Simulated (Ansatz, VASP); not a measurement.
# Cross-check of In2S between VASP and Ansatz, part 2 of 2

Aim: how closely do two programs agree when they are given the same cell, functional and k mesh? The cell is generated by rule, not measured, and may not be a known phase. The cell is taken from a series of runs on this material, whose earlier steps may have relaxed, scaled, displaced or heated it; both programs get it as it stands.

VASP 6.6.1 and Ansatz 0.2.0.

So far: The structure; Ansatz: zone-centre phonons, PBEsol.

## (3) VASP: zone-centre phonons, PBEsol

Level of this step: PBEsol; plane waves and PAW (S, In_d); invented cell (VASP).

The same cell, functional, mesh and smearing now go to VASP, with its own data sets.

Lines of VASP's logs that name or quote its potential files are left out, and so is its time.

File INCAR:

```
SYSTEM = In2S
PREC = Accurate
ENCUT = 500
EDIFF = 1E-08
NELM = 120
ISMEAR = 1
SIGMA = 0.2
LREAL = .FALSE.
ALGO = Normal
GGA = PS
NBANDS = 39
LORBIT = 11
LWAVE = .FALSE.
LCHARG = .FALSE.
ISIF = 2
IBRION = 8
LASPH = .TRUE.
GGA_COMPAT = .FALSE.
KPAR = 2
```

File POSCAR:

```
In2S
1.0
    6.2898146533      0.0000000000      0.0000000000
    0.0000000000      6.2898146533      0.0000000000
    0.0000000000      0.0000000000      6.2898146533
S In
2 4
Direct
    1.0000000000      0.0000000000      1.0000000000
    0.5000000000      0.5000000000      0.5000000000
    0.2500000000      0.2500000000      0.2500000000
    0.7500000000      0.7500000000      0.2500000000
    0.7500000000      0.2500000000      0.7500000000
    0.2500000000      0.7500000000      0.7500000000
```

File KPOINTS:

```
Automatic mesh
0
Gamma
6 6 6
0 0 0
```

The projector-augmented-wave data sets are S and In_d (PBE family, release 64).

The run is started by

```console
$ mpirun -np 2 vasp_std
```

Numbers of over 12 decimals in the logs are rounded to 6 here.

Output:

```text
[banner, memory and clock lines left out]
running    2 mpi-ranks, on    1 nodes
 distrk:  each k-point on    1 cores,    2 groups
 distr:  one band on    1 cores,    1 groups

 POSCAR found type information on POSCAR S In
 POSCAR found :  2 types and       6 ions
|                                                                             |
|               ----> ADVICE to this user running VASP <----                  |
|                                                                             |
|     You enforced a specific xc type in the INCAR file but a different       |
|     [... a line on the potential file left out ...]
|     I HOPE YOU KNOW WHAT YOU ARE DOING!                                     |
|                                                                             |

 LDA part: xc-table for (Slater+PW92), standard interpolation
 POSCAR, INCAR and KPOINTS ok, starting setup
 FFT: planning ... GRIDC
 FFT: planning ... GRID_SOFT
 FFT: planning ... GRID
 WAVECAR not read
 entering main loop
       N       E                     dE             d eps       ncg     rms          rms(c)
DAV:   1     0.591758371629E+03    0.59176E+03   -0.27994E+04  1560   0.168E+03
DAV:   2     0.589398577246E+02   -0.53282E+03   -0.51967E+03  1567   0.440E+02
DAV:   3    -0.149356865220E+02   -0.73876E+02   -0.69851E+02  2000   0.176E+02
DAV:   4    -0.198872704719E+02   -0.49516E+01   -0.48847E+01  1819   0.467E+01
DAV:   5    -0.201054864126E+02   -0.21822E+00   -0.21811E+00  2184   0.898E+00    0.115E+01
DAV:   6    -0.177730788499E+02    0.23324E+01   -0.51266E+00  2251   0.167E+01    0.718E+00
DAV:   7    -0.178727864293E+02   -0.99708E-01   -0.15032E+00  1770   0.414E+00    0.291E+00
DAV:   8    -0.178460054047E+02    0.26781E-01   -0.18078E-01  2362   0.215E+00    0.102E+00
DAV:   9    -0.178372807236E+02    0.87247E-02   -0.95922E-02  2065   0.178E+00    0.603E-01
DAV:  10    -0.178316285162E+02    0.56522E-02   -0.30565E-02  2158   0.108E+00    0.235E-01
DAV:  11    -0.178319849763E+02   -0.35646E-03   -0.73087E-03  1984   0.319E-01    0.232E-01
DAV:  12    -0.178298725764E+02    0.21124E-02   -0.48691E-03  2112   0.339E-01    0.510E-02
DAV:  13    -0.178299869903E+02   -0.11441E-03   -0.10079E-03  1714   0.135E-01    0.511E-02
DAV:  14    -0.178299978335E+02   -0.10843E-04   -0.63603E-05  2507   0.330E-02    0.653E-02
DAV:  15    -0.178299976792E+02    0.15425E-06   -0.10794E-04  1941   0.459E-02    0.362E-02
DAV:  16    -0.178299860035E+02    0.11676E-04   -0.27057E-05  2100   0.267E-02    0.270E-02
DAV:  17    -0.178299859614E+02    0.42091E-07   -0.33279E-06  1826   0.727E-03    0.190E-02
DAV:  18    -0.178299858205E+02    0.14092E-06   -0.26439E-07  2054   0.363E-03    0.136E-02
DAV:  19    -0.178299853241E+02    0.49637E-06   -0.22143E-07  1635   0.319E-03    0.984E-03
DAV:  20    -0.178299851944E+02    0.12973E-06   -0.13792E-07  1798   0.185E-03    0.822E-03
DAV:  21    -0.178299849737E+02    0.22073E-06   -0.22443E-08  1250   0.161E-03    0.423E-03
DAV:  22    -0.178299848765E+02    0.97218E-07   -0.21871E-08  1240   0.880E-04    0.258E-03
DAV:  23    -0.178299848575E+02    0.19005E-07   -0.50551E-09   983   0.591E-04    0.195E-03
DAV:  24    -0.178299848657E+02   -0.82382E-08   -0.21721E-08  1249   0.682E-04
   1 F= -.17829985E+02 E0= -.17831600E+02  d E =0.484437E-02
 Linear response reoptimize wavefunctions to high precision
DAV:   1    -0.178299848408E+02    0.24876E-07   -0.19131E-09  1004   0.267E-04
DAV:   2    -0.178299848411E+02   -0.24284E-09   -0.64528E-10   997   0.176E-04
DAV:   3    -0.178299848411E+02   -0.42746E-10   -0.20175E-10   948   0.105E-04
 Linear response DOF=           2
 Linear response progress:
  Degree of freedom:   1/  2
       N       E                     dE             d eps       ncg     rms          rms(c)
RMM:   1    -0.115835791417E+00   -0.11584E+00    0.63138E-02  8189   0.125E+00
RMM:   2    -0.113983419295E+00    0.18524E-02   -0.43900E-03  6040   0.384E-01    0.169E-01
RMM:   3    -0.114694065490E+00   -0.71065E-03   -0.12869E-03  7059   0.163E-01    0.583E-02
RMM:   4    -0.115194742862E+00   -0.50068E-03   -0.37666E-04  7132   0.744E-02    0.231E-02
RMM:   5    -0.115252685388E+00   -0.57943E-04   -0.40704E-05  7466   0.249E-02    0.144E-02
RMM:   6    -0.115258701311E+00   -0.60159E-05   -0.31128E-06  7233   0.100E-02    0.407E-03
RMM:   7    -0.115289791262E+00   -0.31090E-04   -0.24060E-06  7447   0.457E-03    0.260E-03
RMM:   8    -0.115294957106E+00   -0.51658E-05    0.20657E-07  7648   0.161E-03    0.101E-03
RMM:   9    -0.115290936622E+00    0.40205E-05    0.30130E-06  7501   0.684E-04    0.451E-04
RMM:  10    -0.115290827746E+00    0.10888E-06   -0.16515E-06  7722   0.281E-04    0.157E-04
RMM:  11    -0.115291500209E+00   -0.67246E-06    0.20768E-08  7268   0.132E-04    0.418E-05
RMM:  12    -0.115291471994E+00    0.28215E-07    0.50354E-07  7727   0.471E-05    0.289E-05
RMM:  13    -0.115291422935E+00    0.49059E-07   -0.25695E-08  7742   0.207E-05    0.128E-05
RMM:  14    -0.115291372643E+00    0.50292E-07   -0.10544E-08  6550   0.132E-05    0.289E-06
RMM:  15    -0.115291374409E+00   -0.17662E-08   -0.18553E-08  7718   0.629E-06    0.160E-06
 first order change of Fermi-energy  -0.13127E-03
 force on displaced ion       1 direction 1 :   4.316   0.000   0.000
 Linear response progress:
  Degree of freedom:   2/  2
       N       E                     dE             d eps       ncg     rms          rms(c)
RMM:   1    -0.239048296858E+00   -0.23905E+00   -0.18255E-01  7786   0.307E+00
RMM:   2    -0.241771713117E+00   -0.27234E-02   -0.97708E-03  8336   0.631E-01    0.105E-01
RMM:   3    -0.242026736504E+00   -0.25502E-03   -0.15709E-03  9258   0.209E-01    0.477E-02
RMM:   4    -0.242063939275E+00   -0.37203E-04   -0.17117E-04  9315   0.747E-02    0.333E-02
RMM:   5    -0.242113683768E+00   -0.49744E-04   -0.40470E-05  9353   0.300E-02    0.128E-02
RMM:   6    -0.242130254784E+00   -0.16571E-04   -0.11946E-05  9650   0.125E-02    0.336E-03
RMM:   7    -0.242138398236E+00   -0.81435E-05   -0.60263E-06  9547   0.444E-03    0.154E-03
RMM:   8    -0.242144396628E+00   -0.59984E-05   -0.31887E-06  9676   0.190E-03    0.481E-04
RMM:   9    -0.242144261146E+00    0.13548E-06   -0.69633E-07  9769   0.802E-04    0.256E-04
RMM:  10    -0.242144454595E+00   -0.19345E-06    0.21274E-07  9697   0.424E-04    0.858E-05
RMM:  11    -0.242144206138E+00    0.24846E-06   -0.12374E-07 10293   0.217E-04    0.662E-05
RMM:  12    -0.242143847381E+00    0.35876E-06   -0.16417E-07  9956   0.118E-04    0.306E-05
RMM:  13    -0.242143962906E+00   -0.11553E-06   -0.24911E-08 10147   0.615E-05    0.138E-05
RMM:  14    -0.242143945069E+00    0.17837E-07    0.16097E-08 10342   0.317E-05    0.670E-06
RMM:  15    -0.242143952966E+00   -0.78964E-08    0.10018E-08 10237   0.181E-05    0.435E-06
 first order change of Fermi-energy   0.82279E-03
 force on displaced ion       3 direction 1 :   0.837  -1.540  -1.540
 Linear response finished
```

From OUTCAR (step 3):

```text
ion  position               nearest neighbor table
   1  0.000  0.000  0.000-   3 2.72   4 2.72   5 2.72   6 2.72
   2  0.500  0.500  0.500-   3 2.72   4 2.72   5 2.72   6 2.72
   3  0.250  0.250  0.250-   1 2.72   2 2.72
   4  0.750  0.750  0.250-   1 2.72   2 2.72
   5  0.750  0.250  0.750-   1 2.72   2 2.72
   6  0.250  0.750  0.750-   1 2.72   2 2.72

  LATTYP: Found a simple cubic cell.
 ALAT       =     6.2898146533

 Subroutine GETGRP returns: Found 48 space group operations
 (whereof 24 operations were pure point group operations)

The static configuration has the point symmetry T_d .
 The point group associated with its full space group is O_h .

 Found     20 irreducible k-points:

   k-points           NKPTS =     20   k-points in BZ     NKDIM =     20   number of bands    NBANDS=     39

   dimension x,y,z NGX =    48 NGY =   48 NGZ =   48
   dimension x,y,z NGXF=    96 NGYF=   96 NGZF=   96

   ENCUT  =  500.0 eV  36.75 Ry    6.06 a.u.  11.47 11.47 11.47*2*pi/ulx,y,z

   NELECT =      64.0000    total number of electrons

 k-points in reciprocal lattice and weights: Automatic mesh
   0.00000000  0.00000000  0.00000000       0.005
   0.16666667  0.00000000  0.00000000       0.028
   0.33333333  0.00000000  0.00000000       0.028
   0.50000000  0.00000000  0.00000000       0.014
   0.16666667  0.16666667  0.00000000       0.056
   0.33333333  0.16666667  0.00000000       0.111
   0.50000000  0.16666667  0.00000000       0.056
   0.33333333  0.33333333  0.00000000       0.056
   0.50000000  0.33333333  0.00000000       0.056
[...]
0.50000000  0.50000000  0.33333333       0.028
   0.50000000  0.50000000  0.50000000       0.005

 average (electrostatic) potential at core
       1 -88.9224       2 -88.9224       3 -98.6562       4 -98.6562       5 -98.6562
       6 -98.6562

  Total       -0.0212403     -0.0212403     -0.0212403     -0.0000000      0.0000000     -0.0000000
  in kB       -0.1367598     -0.1367598     -0.1367598     -0.0000000      0.0000000     -0.0000000
  external PRESSURE =      -0.1367598 kB  Pullay stress =       0.0000000 kB

  energy-cutoff  :      500.00
  volume of cell :      248.84
      direct lattice vectors                 reciprocal lattice vectors
     6.289814653  0.000000000  0.000000000     0.158987197  0.000000000  0.000000000
     0.000000000  6.289814653  0.000000000     0.000000000  0.158987197  0.000000000
     0.000000000  0.000000000  6.289814653     0.000000000  0.000000000  0.158987197

 POSITION                                       TOTAL-FORCE (eV/Angst)
 -----------------------------------------------------------------------------------
      0.00000      0.00000      0.00000        -0.000000      0.000000     -0.000000
      3.14491      3.14491      3.14491        -0.000000      0.000000     -0.000000
      1.57245      1.57245      1.57245         0.000000      0.000000      0.000000
      4.71736      4.71736      1.57245         0.000000     -0.000000     -0.000000
      4.71736      1.57245      4.71736        -0.000000     -0.000000      0.000000
      1.57245      4.71736      4.71736        -0.000000     -0.000000     -0.000000
 -----------------------------------------------------------------------------------
    total drift:                                0.000000     -0.000000      0.000000

 Eigenvectors and eigenvalues of the dynamical matrix
 ----------------------------------------------------

   1 f  =    3.887033 THz    24.422948 2PiTHz  129.657464 cm-1    16.075469 meV
             X         Y         Z           dx          dy          dz
      0.000000  0.000000  0.000000     0.000000   -0.000000    0.000000
      3.144907  3.144907  3.144907     0.000000   -0.000000    0.000000
      1.572454  1.572454  1.572454     0.288675    0.288675    0.288675
      4.717361  4.717361  1.572454    -0.288675   -0.288675    0.288675
      4.717361  1.572454  4.717361    -0.288675    0.288675   -0.288675
      1.572454  4.717361  4.717361     0.288675   -0.288675   -0.288675

   2 f  =    1.532832 THz     9.631069 2PiTHz   51.129781 cm-1     6.339282 meV
             X         Y         Z           dx          dy          dz
      0.000000  0.000000  0.000000     0.048373    0.049470   -0.030343
      3.144907  3.144907  3.144907     0.048373    0.049470   -0.030343
      1.572454  1.572454  1.572454    -0.103363   -0.098589   -0.445713
      4.717361  4.717361  1.572454    -0.385437   -0.380664    0.463852
      4.717361  1.572454  4.717361     0.356521    0.069017    0.014171
      1.572454  4.717361  4.717361     0.074447    0.351091    0.003968

   3 f  =    1.532832 THz     9.631069 2PiTHz   51.129781 cm-1     6.339282 meV
             X         Y         Z           dx          dy          dz
      0.000000  0.000000  0.000000     0.055417   -0.051104    0.005027
      3.144907  3.144907  3.144907     0.055417   -0.051104    0.005027
      1.572454  1.572454  1.572454     0.197608   -0.265673   -0.021548
      4.717361  4.717361  1.572454     0.244338   -0.218943    0.018544
      4.717361  1.572454  4.717361    -0.277465    0.296222   -0.496621
      1.572454  4.717361  4.717361    -0.230735    0.249492    0.493616

   4 f  =    1.532832 THz     9.631069 2PiTHz   51.129781 cm-1     6.339282 meV
             X         Y         Z           dx          dy          dz
      0.000000  0.000000  0.000000     0.017233    0.025475    0.069007
      3.144907  3.144907  3.144907     0.017233    0.025475    0.069007
      1.572454  1.572454  1.572454    -0.444312   -0.408466   -0.219138
      4.717361  4.717361  1.572454     0.197188    0.233035    0.177887
      4.717361  1.572454  4.717361    -0.207490    0.393237    0.017684
      1.572454  4.717361  4.717361     0.434010   -0.248263   -0.058935

   5 f  =    0.017000 THz     0.106816 2PiTHz    0.567071 cm-1     0.070308 meV
             X         Y         Z           dx          dy          dz
      0.000000  0.000000  0.000000    -0.128931   -0.209065    0.000121
      3.144907  3.144907  3.144907    -0.128931   -0.209065    0.000121
      1.572454  1.572454  1.572454    -0.244524   -0.398094    0.002795
      4.717361  4.717361  1.572454    -0.244522   -0.398092   -0.002334
      4.717361  1.572454  4.717361    -0.247696   -0.400048   -0.000377
      1.572454  4.717361  4.717361    -0.247695   -0.400050    0.000839

   6 f  =    0.017000 THz     0.106816 2PiTHz    0.567071 cm-1     0.070308 meV
             X         Y         Z           dx          dy          dz
      0.000000  0.000000  0.000000     0.072959   -0.044861    0.230208
      3.144907  3.144907  3.144907     0.072959   -0.044861    0.230208
      1.572454  1.572454  1.572454     0.137861   -0.087933    0.439217
      4.717361  4.717361  1.572454     0.141355   -0.084440    0.439643
      4.717361  1.572454  4.717361     0.137181   -0.083333    0.438536
      1.572454  4.717361  4.717361     0.140674   -0.086826    0.440324

   7 f  =    0.017000 THz     0.106816 2PiTHz    0.567071 cm-1     0.070308 meV
             X         Y         Z           dx          dy          dz
      0.000000  0.000000  0.000000     0.195921   -0.120875   -0.085648
      3.144907  3.144907  3.144907     0.195921   -0.120875   -0.085648
      1.572454  1.572454  1.572454     0.375548   -0.231568   -0.164058
      4.717361  4.717361  1.572454     0.374249   -0.232867   -0.162919
      4.717361  1.572454  4.717361     0.373714   -0.229894   -0.165892
      1.572454  4.717361  4.717361     0.372415   -0.228595   -0.161085

   8 f/i=    2.447410 THz    15.377529 2PiTHz   81.636804 cm-1    10.121669 meV
             X         Y         Z           dx          dy          dz
      0.000000  0.000000  0.000000     0.000000    0.000000    0.000000
      3.144907  3.144907  3.144907    -0.000000    0.000000    0.000000
      1.572454  1.572454  1.572454     0.305813   -0.387126    0.081313
      4.717361  4.717361  1.572454    -0.305813    0.387126    0.081313
      4.717361  1.572454  4.717361    -0.305813   -0.387126   -0.081313
      1.572454  4.717361  4.717361     0.305813    0.387126   -0.081313

   9 f/i=    2.447410 THz    15.377529 2PiTHz   81.636804 cm-1    10.121669 meV
             X         Y         Z           dx          dy          dz
      0.000000  0.000000  0.000000    -0.000000    0.000000    0.000000
      3.144907  3.144907  3.144907    -0.000000    0.000000    0.000000
      1.572454  1.572454  1.572454    -0.270453   -0.129616    0.400069
      4.717361  4.717361  1.572454     0.270453    0.129616    0.400069
      4.717361  1.572454  4.717361     0.270453   -0.129616   -0.400069
      1.572454  4.717361  4.717361    -0.270453    0.129616   -0.400069

  10 f/i=    2.574570 THz    16.176499 2PiTHz   85.878404 cm-1    10.647560 meV
             X         Y         Z           dx          dy          dz
      0.000000  0.000000  0.000000    -0.000000   -0.000000    0.000000
      3.144907  3.144907  3.144907     0.000000   -0.000000    0.000000
      1.572454  1.572454  1.572454    -0.196399    0.430716   -0.234317
      4.717361  4.717361  1.572454     0.428244   -0.193926    0.234317
      4.717361  1.572454  4.717361    -0.428244   -0.430716   -0.002473
      1.572454  4.717361  4.717361     0.196399    0.193926    0.002473

  11 f/i=    2.574570 THz    16.176499 2PiTHz   85.878404 cm-1    10.647560 meV
             X         Y         Z           dx          dy          dz
      0.000000  0.000000  0.000000     0.000000    0.000000    0.000000
      3.144907  3.144907  3.144907     0.000000    0.000000    0.000000
      1.572454  1.572454  1.572454    -0.350823   -0.086961    0.437784
      4.717361  4.717361  1.572454    -0.021862   -0.415922   -0.437784
      4.717361  1.572454  4.717361     0.021862    0.086961    0.065099
      1.572454  4.717361  4.717361     0.350823    0.415922   -0.065099

  12 f/i=    2.574570 THz    16.176499 2PiTHz   85.878404 cm-1    10.647560 meV
             X         Y         Z           dx          dy          dz
      0.000000  0.000000  0.000000    -0.000000   -0.000000   -0.000000
      3.144907  3.144907  3.144907    -0.000000   -0.000000   -0.000000
      1.572454  1.572454  1.572454     0.297239   -0.238581   -0.058657
      4.717361  4.717361  1.572454     0.257156   -0.198499    0.058657
      4.717361  1.572454  4.717361    -0.257156    0.238581    0.495738
      1.572454  4.717361  4.717361    -0.297239    0.198499   -0.495738

  13 f/i=    5.405999 THz    33.966894 2PiTHz  180.324718 cm-1    22.357406 meV
             X         Y         Z           dx          dy          dz
      0.000000  0.000000  0.000000    -0.175766    0.606959    0.186192
      3.144907  3.144907  3.144907    -0.175766    0.606959    0.186192
      1.572454  1.572454  1.572454     0.095281   -0.158038   -0.021862
      4.717361  4.717361  1.572454     0.072121   -0.181197   -0.075496
      4.717361  1.572454  4.717361     0.019785   -0.159335   -0.097358
      1.572454  4.717361  4.717361    -0.003374   -0.136175   -0.000000
    [... 43 further lines ...]
      4.717361  1.572454  4.717361     0.000000    0.000000    0.000000
      1.572454  4.717361  4.717361     0.000000    0.000000    0.000000

 ELASTIC MODULI CONTR FROM IONIC RELAXATION (kBar)
 Direction    XX          YY          ZZ          XY          YZ          ZX
 --------------------------------------------------------------------------------
 XX          -0.0000     -0.0000     -0.0000     -0.0000     -0.0000      0.0000
 YY          -0.0000     -0.0000     -0.0000     -0.0000     -0.0000      0.0000
 ZZ          -0.0000     -0.0000     -0.0000     -0.0000     -0.0000     -0.0000
 XY          -0.0000     -0.0000     -0.0000     -0.0000      0.0000     -0.0000
 YZ          -0.0000     -0.0000     -0.0000      0.0000      0.0000      0.0000
 ZX           0.0000     -0.0000     -0.0000     -0.0000      0.0000     -0.0000
 --------------------------------------------------------------------------------
```

The k-mesh is coarse for a metal.

## (4) Side by side

Known differences besides the potentials themselves: the cutoff is 420 eV in Ansatz and 500 eV in VASP; Ansatz makes its cores anew for this functional, VASP keeps those of its PBE data sets. Total energies have different zeros and are not compared.

Both answers:

```csv
quantity,Ansatz,VASP,difference
"optical mode 1 to 3 (imaginary, printed as negative) (cm⁻¹)",-220.1,-212.2,-8.0
"optical mode 4 to 6 (imaginary, printed as negative) (cm⁻¹)",-189.9,-180.3,-9.6
"optical mode 7 to 9 (imaginary, printed as negative) (cm⁻¹)",-89.2,-85.9,-3.4
"optical mode 10 to 11 (imaginary, printed as negative) (cm⁻¹)",-84.8,-81.6,-3.1
optical mode 12 to 14 (cm⁻¹),47.9,51.1,-3.2
optical mode 15 (cm⁻¹),128.0,129.7,-1.27 %
```

Modes are paired by rising frequency, not by their patterns, so a pair may set unlike modes beside each other; they are those without the splitting of longitudinal modes.

## (5) What came out

| Property | Result |
| --- | --- |
| r.m.s. difference of the optical zone-centre modes, each program's sorted by frequency (zone-centre phonons, PBEsol) | 6.1 cm⁻¹ |
| difference in optical mode 15 (zone-centre phonons, PBEsol) | -1.3 % |

The r.m.s. difference of the optical zone-centre modes, each program's sorted by frequency is 6.1 cm⁻¹ (zone-centre phonons, PBEsol). Among the rows given in per cent, the largest difference of the zone-centre phonons, PBEsol pair is in optical mode 15, -1.3 %. How closely two codes agree says nothing of how well the functional describes the real material.

[Lines on the potential files, build, host, timing and source positions are cut from VASP's logs without a mark.]

[Logs are printed without paths, hosts, clocks, repeated set-up lines and the standing remarks that a program may print on its own settings, such as how far it seeks lower states.]

[Hosts, paths, dates, database ids (printed as entryN), source tags and the programs' standing remarks are cut or masked in the printed files.]
